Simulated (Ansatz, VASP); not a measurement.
## Cross-check of Zn (Zinc) between VASP and Ansatz

Aim: how closely do two programs agree when they are given the same cell, functional and k mesh? The cell is taken from a series of runs on this material, whose earlier steps may have relaxed, scaled, displaced or heated it; both programs get it as it stands.

Main program and level: Ansatz 0.2.0; plane waves, with VASP 6.6.1 beside it; zone-centre phonons at LDA.

**1. The starting structure**

Symmetry: P6_3/mmc, No. 194, hexagonal system. Conventional cell: a = 2.559 Å, b = 2.559 Å, c = 4.804 Å, α = 90.00°, β = 90.00°, γ = 120.00°. Zn has 12 Zn at 2.56 to 2.82 Å nearest.

Coordinates:

```cif
data_structure
_symmetry_space_group_name_H-M 'P6_3/mmc'
_symmetry_Int_Tables_number 194
_cell_length_a 2.5588
_cell_length_b 2.5588
_cell_length_c 4.8040
_cell_angle_alpha 90.000
_cell_angle_beta 90.000
_cell_angle_gamma 120.000
_cell_volume 27.24
loop_
_atom_site_label
_atom_site_type_symbol
_atom_site_symmetry_multiplicity
_atom_site_Wyckoff_symbol
_atom_site_fract_x
_atom_site_fract_y
_atom_site_fract_z
_atom_site_occupancy
Zn1 Zn 2 c 0.33333 0.66667 0.25000 1
```

**2. Ansatz: zone-centre phonons, LDA**

Ansatz runs on its PAW soft_1 files.

Second derivatives magnify differences that forces hide, and they need a tight electronic threshold.

Contents of input.yaml:

```yaml
crystal:
  lattice:
    - [2.5588020251, 0.0, 0.0]
    - [-1.2794010126, 2.215987557, 0.0]
    - [0.0, 0.0, 4.8040493709]
  atoms:
    - { symbol: Zn, position: [0.3333333333, 0.6666666667, 0.25] }
    - { symbol: Zn, position: [0.6666666667, 0.3333333333, 0.75] }
kpoints:
  mp_grid: { grid: [24, 24, 12] }
hamiltonian:
  xc: lda
  pseudopotentials: { kind: paw, azcp: { folder: soft_1 }, xc_functional: pbe }
scf:
  occupations: { method: methfessel_paxton, width: 0.2 }
output:
  eigenvalues: true
phonons:
  method: dfpt
```

On the command line:

```sh
> ansatz run input.yaml --threads 4 --pin off --max-ram 15360MiB --backend cpu --events-out ev --progress --plain --runs-dir out
```

Numbers of over 12 decimals in the logs are rounded to 6 here.

The log of the run:

```text
zone centre: on kpoints.mp_grid the ground state, and the responses unless they are solved on pairs of k-points, stand on 1099 of the mesh's 6912 k-points, reduced under 4 symmetry operations, with k and −k counted as one. Each operation leaves every solved displacement unchanged or reverses it
Engine: ansatz 0.2.0, aarch64-unknown-linux-gnu
Pseudopotentials: kind: paw
Pseudopotential: Zn, paw, valence charge 12, recommended cutoff 420 eV (normal), soft_1/Zn.paw.azcp
Functional definition: SPW92
  exchange = slater_x
  correlation = pw_c
Crystal: 2 atoms, lattice volume = 27.240 Å³
Basis set: ecut = 420 eV, 527 PW (Γ), exchange–correlation on 36×36×72 points (8 copies of the dense FFT grid, shifted against one another)
Bands: 16, of which v1, the nominal top of the filled ones, is band 12 counted from 1 (11 counted from 0)
Symmetry: 24 space group operations
k-points: 1099 of 6912 (irreducible under 4 space group operations, time reversal used)
Non-local potential: Zn, projectors of the file, l = 0: 2, l = 1: 2, l = 2: 3, l = 3: 1
PAW form: soft (Blöchl's): semilocal exchange-correlation on the pseudo side does not see the compensation charge
PAW frozen core: Zn, regenerated for the run's functional, and the local potential with it (the file was generated under x = pbe(κ = 0.804, μ = 0.219515), c = pbe(β = 0.066725))
PAW one-centre angular grid: Zn, 590 points (default); XC on 64 Gauss nodes
Initial density: superposition of atomic densities (chi_scale 0.1, normalization cell)
Initial wavefunctions: pseudopotential atomic-orbital guess
Functional: x = slater, c = lda
SCF iter   1: F=—  HF=-6492.856203 eV  |F-HF|=—  |Δ(HF+E_count)|=         —  Δρ=7.36e-2  dr2=1.06e0  ethr=3.10e-3  ⟨swp⟩=5.7  Hψ=104988  notcnv=0
preconditioner: auto → none  [metal: Δε(μ)=0.087 eV  Ē_g=13.137 eV  σ=0.200 eV  W_gap=0.35  n_scr=4 (ndim 8)  ℏωp=34.9 eV  f_vac=0.000  D(μ)=0.33/eV (n_scr^D=2)  sad-step TF]
SCF iter   2: F=—  HF=-6492.587952 eV  |F-HF|=—  |Δ(HF+E_count)|=   2.68e-1  S|Δr|=    0.00e0  Δρ=2.43e-2  dr2=7.38e-2  ethr=3.10e-3  ⟨swp⟩=2.0  Hψ=43413  notcnv=0  defer=17
SCF iter   3: F=—  HF=-6492.529119 eV  |F-HF|=—  |Δ(HF+E_count)|=   5.88e-2  S|Δr|=    0.00e0  Δρ=1.07e-2  dr2=2.20e-2  ethr=3.08e-4  ⟨swp⟩=2.0  Hψ=40934  notcnv=0  defer=17
SCF iter   4: F=—  HF=-6492.526488 eV  |F-HF|=—  |Δ(HF+E_count)|=   2.63e-3  S|Δr|=    0.00e0  Δρ=5.39e-3  dr2=2.33e-3  ethr=9.15e-5  ⟨swp⟩=2.0  Hψ=28999  notcnv=0  defer=17
SCF iter   5: F=—  HF=-6492.527650 eV  |F-HF|=—  |Δ(HF+E_count)|=   1.16e-3  S|Δr|=    0.00e0  Δρ=6.75e-4  dr2=3.49e-5  ethr=9.73e-6  ⟨swp⟩=2.0  Hψ=31399  notcnv=0  defer=17
SCF iter   6: F=—  HF=-6492.527667 eV  |F-HF|=—  |Δ(HF+E_count)|=   1.68e-5  S|Δr|=    0.00e0  Δρ=6.71e-5  dr2=3.62e-7  ethr=1.45e-7  ⟨swp⟩=2.0  Hψ=30719  notcnv=0  defer=17
SCF iter   7: F=—  HF=-6492.527667 eV  |F-HF|=—  |Δ(HF+E_count)|=   2.09e-7  S|Δr|=    0.00e0  Δρ=2.71e-6  dr2=9.51e-10  ethr=1.51e-9  ⟨swp⟩=2.0  Hψ=30422  notcnv=0  defer=17
SCF iter   8: F=-6492.527667 eV  HF=-6492.527667 eV  |F-HF|=0.00e0  |Δ(HF+E_count)|=  1.40e-10  S|Δr|=    0.00e0  Δρ=1.36e-7  dr2=1.81e-12  ethr=1.00e-12  ⟨swp⟩=5.6  Hψ=108120  notcnv=0
SCF 1 converged in 8 iterations: F = -6492.527667 eV  dr2 = 1.81e-12
  greatest PAW one-centre occupation: 0.981 electrons in one spin orbital (limit 2), on the Zn atom at site 1 (counted from 0), in its partial waves of l = 2
DFPT response loops at Γ: preconditioner auto → Kerker (q_TF=auto, 2.671 Å⁻¹) (partly filled bands, converged f_vac=0.000); β = 1.00, the filter's whole step (`scf.mixing.beta` (0.50) is not read by the response loops under this deck's `scf.mixing.preconditioner`; to damp them name `kerker` or `kerker_dos`, under which they read `scf.mixing.beta`, and type it under 1.00, their step now; both keys bind the ground state too); Broyden in place of MSR1
SCF converged after 8 iterations
Stability not checked: this state was not tested for a lower state beside it, because cold or Methfessel-Paxton smearing, or corrected tetrahedra, fill the levels in a way that the test cannot read (fill_not_monotonic; see scf.lower_state_search)
Free energy (F): -6492.527667 eV
Harris-Foulkes:  -6492.527667 eV  (|F-HF|=0.00e0)
Internal energy: -6492.527724 eV  (E = F + TS)
E sigma→0 (E₀):  -6492.527681 eV
Entropy (-TS):   0.000058 eV (0.029 meV/atom)
Fermi energy:    12.304545 eV
--- Per-component energies (eV) ---
  E_band       = 119.431582
  E_kinetic    = 299.348259
  E_local      = -3383.536794  (includes V_loc(G=0)·N_el)
  E_nonlocal   = 1636.876410
  E_hartree    = 1255.365652
  E_xc         = -158.000405
  E_vxc        = -106.451589  (∫ρ·V_xc dr)
  E_paw        = -3645.850440  (= ΣΔE_a)
  E_vpaw       = -837.535556  (= ΣTr[D̂ρ^β])
  E_aug_tail   = -0.000459  (compensation charges beyond the density's cutoff)
  E_ewald      = -2499.844235
  E_core_change = 3.114287  (= ΣΔE_core)
  E_smearing   = 0.000058  (= −TS)
  E_closure    = 0.000000  (closes the sum)
  Σ components = -6492.527667   (vs F -6492.527667, Δ=0.00e0)
--- Band table (eV; the first three rows and the last of 1099) ---
  k-point 0: bands = [... 8 lower, 4.7759, 5.0200, 5.0200, 8.0886, 9.1985, 26.3639, 30.2715, 31.2491]
  k-point 1: bands = [... 8 lower, 4.7816, 5.0171, 5.0171, 7.4366, 9.9494, 25.5184, 31.1184, 31.2945]
  k-point 2: bands = [... 8 lower, 4.7980, 5.0082, 5.0082, 6.5301, 11.1566, 23.8991, 31.4295, 31.4295]
  k-point 1098: bands = [... 8 lower, 5.0790, 5.0790, 9.4274, 9.4274, 17.2896, 17.2896, 17.5460, 17.5460]
--- Phonons (Γ-DFPT): 2 representative perturbations + reference, on 1099 of 6912 k-points (Σ response iterations 7) ---
  k mesh reduced under 4 symmetry operations, with k and −k counted as one. Each operation leaves every solved displacement unchanged or reverses it
  ASR residual: 6.759e-5 → 0.000e0 eV/Å²; symmetrization residual: 2.298e-10 eV/Å²
  ASR residual per site (eV/Å²): 6.76e-5 6.76e-5
  Γ frequencies (cm⁻¹): 0.00 0.00 0.00 76.65 76.65 152.83
  non-analytic LO–TO correction: not included (Born effective charges unavailable; polar crystals: no LO–TO splitting at Γ)
```

The column dr2 measures how far the density is from self-consistency, as an energy; F and HF (Harris–Foulkes) agree once it is small.

**3. VASP: zone-centre phonons, LDA**

The same cell, functional (in two slightly different forms), mesh and smearing now go to VASP, with its own data sets.

Lines of VASP's logs that name or quote its potential files are left out, and so is its time.

Contents of INCAR:

```
SYSTEM = Zn
PREC = Accurate
ENCUT = 500
EDIFF = 1E-08
NELM = 120
ISMEAR = 1
SIGMA = 0.2
LREAL = .FALSE.
ALGO = Normal
GGA = CA
NBANDS = 18
LORBIT = 11
LWAVE = .FALSE.
LCHARG = .FALSE.
ISIF = 2
IBRION = 8
LASPH = .TRUE.
GGA_COMPAT = .FALSE.
KPAR = 2
```

Contents of POSCAR:

```
Zn
1.0
    2.5588020251      0.0000000000      0.0000000000
   -1.2794010126      2.2159875570      0.0000000000
    0.0000000000      0.0000000000      4.8040493709
Zn
2
Direct
    0.3333333333      0.6666666667      0.2500000000
    0.6666666667      0.3333333333      0.7500000000
```

Contents of KPOINTS:

```
Automatic mesh
0
Gamma
24 24 12
0 0 0
```

PAW data sets: Zn (LDA family, release 64).

On the command line:

```sh
> mpirun -np 2 vasp_std
```

The log of the run:

```text
[banner, memory and clock lines left out]
running    2 mpi-ranks, on    1 nodes
 distrk:  each k-point on    1 cores,    2 groups
 distr:  one band on    1 cores,    1 groups

 POSCAR found type information on POSCAR Zn
 POSCAR found :  1 types and       2 ions
 LDA part: xc-table for (Slater(with rela. corr.)+CA(PZ))
 , standard interpolation
 POSCAR, INCAR and KPOINTS ok, starting setup
 FFT: planning ... GRIDC
 FFT: planning ... GRID_SOFT
 FFT: planning ... GRID
 WAVECAR not read
 entering main loop
       N       E                     dE             d eps       ncg     rms          rms(c)
DAV:   1     0.104622065765E+03    0.10462E+03   -0.12295E+04 16068   0.213E+03
DAV:   2     0.734535890806E-01   -0.10455E+03   -0.10175E+03 15400   0.297E+02
DAV:   3    -0.405952026997E+01   -0.41330E+01   -0.41185E+01 17182   0.677E+01
DAV:   4    -0.408050500109E+01   -0.20985E-01   -0.20979E-01 17060   0.487E+00
DAV:   5    -0.408053235321E+01   -0.27352E-04   -0.27352E-04 16496   0.156E-01    0.517E+00
DAV:   6    -0.378675640847E+01    0.29378E+00   -0.11306E+00 16606   0.238E+01    0.362E+00
DAV:   7    -0.376422297849E+01    0.22533E-01   -0.46727E-02 19578   0.388E+00    0.181E+00
DAV:   8    -0.375415877986E+01    0.10064E-01   -0.31974E-03 21030   0.815E-01    0.553E-02
DAV:   9    -0.375412439692E+01    0.34383E-04   -0.29584E-04 19836   0.211E-01    0.301E-02
DAV:  10    -0.375412757457E+01   -0.31777E-05   -0.20011E-05 16484   0.405E-02    0.260E-03
DAV:  11    -0.375412755043E+01    0.24139E-07   -0.69327E-07 16906   0.108E-02    0.213E-03
DAV:  12    -0.375412755792E+01   -0.74861E-08   -0.16256E-08 13164   0.166E-03
   1 F= -.37541276E+01 E0= -.37541408E+01  d E =0.397283E-04
 Linear response reoptimize wavefunctions to high precision
DAV:   1    -0.375412755003E+01    0.78921E-08   -0.38077E-08 16342   0.406E-03
DAV:   2    -0.375412755011E+01   -0.80945E-10   -0.60108E-10  9568   0.227E-04
 Linear response DOF=           2
 Linear response progress:
  Degree of freedom:   1/  2
       N       E                     dE             d eps       ncg     rms          rms(c)
RMM:   1    -0.200733178170E+00   -0.20073E+00   -0.12368E-03 98867   0.188E+00
RMM:   2    -0.200457348469E+00    0.27583E-03   -0.90050E-04106648   0.319E-01    0.532E-02
RMM:   3    -0.200078195789E+00    0.37915E-03   -0.53119E-05129552   0.579E-02    0.298E-02
RMM:   4    -0.199707618018E+00    0.37058E-03   -0.46493E-05126502   0.529E-02    0.266E-03
RMM:   5    -0.199721226292E+00   -0.13608E-04   -0.68441E-07133674   0.539E-03    0.133E-03
RMM:   6    -0.199721499111E+00   -0.27282E-06   -0.52380E-08133667   0.137E-03    0.151E-04
RMM:   7    -0.199722243817E+00   -0.74471E-06   -0.77534E-09133470   0.394E-04    0.407E-05
RMM:   8    -0.199721735285E+00    0.50853E-06   -0.54383E-09135586   0.133E-04    0.609E-06
RMM:   9    -0.199721624605E+00    0.11068E-06   -0.50363E-09133514   0.736E-05    0.177E-06
RMM:  10    -0.199721640576E+00   -0.15972E-07   -0.56672E-09109477   0.559E-05    0.452E-07
RMM:  11    -0.199721646769E+00   -0.61927E-08   -0.49109E-09 90873   0.519E-05    0.210E-07
 first order change of Fermi-energy  -0.10990E-04
 force on displaced ion       1 direction 1 :  -0.658   0.000   0.000
 Linear response progress:
  Degree of freedom:   2/  2
       N       E                     dE             d eps       ncg     rms          rms(c)
RMM:   1    -0.226985603253E+00   -0.22699E+00   -0.61813E-03 33481   0.214E+00
RMM:   2    -0.223649377641E+00    0.33362E-02   -0.13409E-03 33680   0.557E-01    0.543E-02
RMM:   3    -0.223658883488E+00   -0.95058E-05   -0.96186E-05 42753   0.812E-02    0.314E-02
RMM:   4    -0.223599473659E+00    0.59410E-04   -0.55537E-05 42558   0.344E-02    0.454E-03
RMM:   5    -0.223597423969E+00    0.20497E-05   -0.12684E-05 44166   0.601E-03    0.149E-03
RMM:   6    -0.223600922976E+00   -0.34990E-05   -0.39414E-06 43997   0.178E-03    0.277E-04
RMM:   7    -0.223601530395E+00   -0.60742E-06   -0.99210E-07 42218   0.606E-04    0.742E-05
RMM:   8    -0.223601236768E+00    0.29363E-06   -0.36512E-07 40407   0.214E-04    0.369E-05
RMM:   9    -0.223600695026E+00    0.54174E-06   -0.17450E-07 44538   0.114E-04    0.529E-06
RMM:  10    -0.223600730988E+00   -0.35961E-07   -0.65865E-08 44122   0.712E-05    0.169E-06
RMM:  11    -0.223600722314E+00    0.86735E-08   -0.38447E-08 36234   0.613E-05    0.515E-07
 first order change of Fermi-energy   0.22746E-04
 force on displaced ion       1 direction 3 :   0.000  -0.000  -2.957
 Linear response finished
```

OUTCAR, selected parts (step 3):

```text
ion  position               nearest neighbor table
   1  0.333  0.667  0.250-   2 2.82   2 2.82   2 2.82   2 2.82   2 2.82   2 2.82
   2  0.667  0.333  0.750-   1 2.82   1 2.82   1 2.82   1 2.82   1 2.82   1 2.82

  LATTYP: Found a hexagonal cell.
 ALAT       =     2.5588020251
 C/A-ratio  =     1.8774603599

 Subroutine GETGRP returns: Found 24 space group operations
 (whereof 12 operations were pure point group operations)

The static configuration has the point symmetry D_3d.
 The point group associated with its full space group is D_6h.

 Found    427 irreducible k-points:

   k-points           NKPTS =    427   k-points in BZ     NKDIM =    427   number of bands    NBANDS=     18

   dimension x,y,z NGX =    20 NGY =   20 NGZ =   36
   dimension x,y,z NGXF=    40 NGYF=   40 NGZF=   72

   ENCUT  =  500.0 eV  36.75 Ry    6.06 a.u.   4.67  4.67  8.76*2*pi/ulx,y,z

   NELECT =      24.0000    total number of electrons

 k-points in reciprocal lattice and weights: Automatic mesh
   0.00000000  0.00000000  0.00000000       0.000
   0.04166667  0.00000000  0.00000000       0.001
   0.08333333  0.00000000  0.00000000       0.001
   0.12500000  0.00000000  0.00000000       0.001
   0.16666667  0.00000000  0.00000000       0.001
   0.20833333  0.00000000  0.00000000       0.001
   0.25000000  0.00000000  0.00000000       0.001
   0.29166667  0.00000000  0.00000000       0.001
   0.33333333  0.00000000  0.00000000       0.001
[...]
0.33333333  0.29166667  0.50000000       0.002
   0.33333333  0.33333333  0.50000000       0.000

 average (electrostatic) potential at core
       1 -37.4867       2 -37.4867

  Total        0.1639806      0.1639806      0.0855545     -0.0000000      0.0000000     -0.0000000
  in kB        9.6447635      9.6447635      5.0320176     -0.0000000      0.0000000     -0.0000000
  external PRESSURE =       8.1071815 kB  Pullay stress =       0.0000000 kB

  energy-cutoff  :      500.00
  volume of cell :       27.24
      direct lattice vectors                 reciprocal lattice vectors
     2.558802025  0.000000000  0.000000000     0.390807882  0.225633036  0.000000000
    -1.279401013  2.215987557  0.000000000     0.000000000  0.451266072  0.000000000
     0.000000000  0.000000000  4.804049371     0.000000000  0.000000000  0.208157728

 POSITION                                       TOTAL-FORCE (eV/Angst)
 -----------------------------------------------------------------------------------
     -0.00000      1.47733      1.20101        -0.000000      0.000000      0.000000
      1.27940      0.73866      3.60304         0.000000     -0.000000      0.000000
 -----------------------------------------------------------------------------------
    total drift:                               -0.000000      0.000000      0.000000

 Eigenvectors and eigenvalues of the dynamical matrix
 ----------------------------------------------------

   1 f  =    4.701568 THz    29.540825 2PiTHz  156.827439 cm-1    19.444116 meV
             X         Y         Z           dx          dy          dz
     -0.000000  1.477325  1.201012     0.000000    0.000000    0.707107
      1.279401  0.738663  3.603037     0.000000    0.000000   -0.707107

   2 f  =    2.217026 THz    13.929988 2PiTHz   73.952040 cm-1     9.168880 meV
             X         Y         Z           dx          dy          dz
     -0.000000  1.477325  1.201012    -0.457059    0.539534   -0.000000
      1.279401  0.738663  3.603037     0.457059   -0.539534   -0.000000

   3 f  =    2.217026 THz    13.929988 2PiTHz   73.952040 cm-1     9.168880 meV
             X         Y         Z           dx          dy          dz
     -0.000000  1.477325  1.201012    -0.539534   -0.457059    0.000000
      1.279401  0.738663  3.603037     0.539534    0.457059    0.000000

   4 f  =    0.000000 THz     0.000000 2PiTHz    0.000002 cm-1     0.000000 meV
             X         Y         Z           dx          dy          dz
     -0.000000  1.477325  1.201012    -0.072253   -0.318663   -0.627083
      1.279401  0.738663  3.603037    -0.072253   -0.318663   -0.627083

   5 f  =    0.000000 THz     0.000000 2PiTHz    0.000001 cm-1     0.000000 meV
             X         Y         Z           dx          dy          dz
     -0.000000  1.477325  1.201012    -0.233702   -0.583698    0.323543
      1.279401  0.738663  3.603037    -0.233702   -0.583698    0.323543

   6 f/i=    0.000000 THz     0.000000 2PiTHz    0.000000 cm-1     0.000000 meV
             X         Y         Z           dx          dy          dz
     -0.000000  1.477325  1.201012     0.663448   -0.240313    0.045677
      1.279401  0.738663  3.603037     0.663448   -0.240313    0.045677

 ELASTIC MODULI CONTR FROM IONIC RELAXATION (kBar)
 Direction    XX          YY          ZZ          XY          YZ          ZX
 --------------------------------------------------------------------------------
 XX          -1.0547      1.0547     -0.0000      0.0000      0.0000     -0.0000
 YY           1.0547     -1.0547      0.0000      0.0000     -0.0000      0.0000
 ZZ          -0.0000      0.0000     -0.0000     -0.0000     -0.0000      0.0000
 XY           0.0000      0.0000     -0.0000     -1.0547     -0.0000      0.0000
 YZ           0.0000     -0.0000     -0.0000     -0.0000     -0.0000      0.0000
 ZX          -0.0000      0.0000      0.0000      0.0000      0.0000     -0.0000
 --------------------------------------------------------------------------------
```

**4. Differences**

Known differences besides the potentials themselves: the two LDA forms differ slightly; the cutoff is 420 eV in Ansatz and 500 eV in VASP; VASP's log shows a relativistic correction to its local exchange, Ansatz's none. Total energies have different zeros and are not compared.

Compared:

```
                  quantity  Ansatz   VASP  difference
optical mode 1 to 2 (cm⁻¹)    76.7   74.0     +3.65 %
     optical mode 3 (cm⁻¹)   152.8  156.8     -2.55 %
```

Modes are paired by rising frequency, not by their patterns, so a pair may set unlike modes beside each other; they are those without the splitting of longitudinal modes.

**5. Summary of results**

* r.m.s. difference of the optical zone-centre modes, each program's sorted by frequency (zone-centre phonons, LDA): 3.2 cm⁻¹
* difference in optical mode 1 to 2 (zone-centre phonons, LDA): +3.6 %

**Reading.** The r.m.s. difference of the optical zone-centre modes, each program's sorted by frequency is 3.2 cm⁻¹ (zone-centre phonons, LDA). Among the rows given in per cent, the largest difference of the zone-centre phonons, LDA pair is in optical mode 1 to 2, +3.6 %. Such differences can come from data sets, numerical settings and the points named under the comparisons, not from the functional's error against experiment.

[Lines on the potential files, build, host, timing and source positions are cut from VASP's logs without a mark.]

[Logs are printed without paths, hosts, clocks, repeated set-up lines and the standing remarks that a program may print on its own settings, such as how far it seeks lower states.]

[Hosts, paths, dates, database ids (printed as entryN), source tags and the programs' standing remarks are cut or masked in the printed files.]
